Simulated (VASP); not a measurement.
Here is the system:

```
TiC
1.0
    0.00000     2.15319     2.15319
    2.15319     0.00000     2.15319
    2.15319     2.15319     0.00000
Ti C
1 1
Cartesian
  0.00000   0.00000   0.00000
  2.15319   2.15319   2.15319
```

Level of theory: LDA (Ceperley-Alder, Perdew-Zunger), VASP's LDA PAW potentials (set 64) (plane waves; VASP 6.6.1). Numerical set-up: 520 eV cut-off, 15×15×15 Γ-centred mesh, first-order Methfessel-Paxton smearing of 0.10 eV, potentials Ti_sv C.

Give the stress tensor in GPa (positive for a compressed cell).

```
-7.78   0.00   0.00
 0.00  -7.78   0.00
 0.00   0.00  -7.78
```
The pressure is its mean diagonal, -7.78 GPa.

The compound is TiC in the rock salt structure. This cell is one point of a volume scan, at 1.03 of the reference volume.
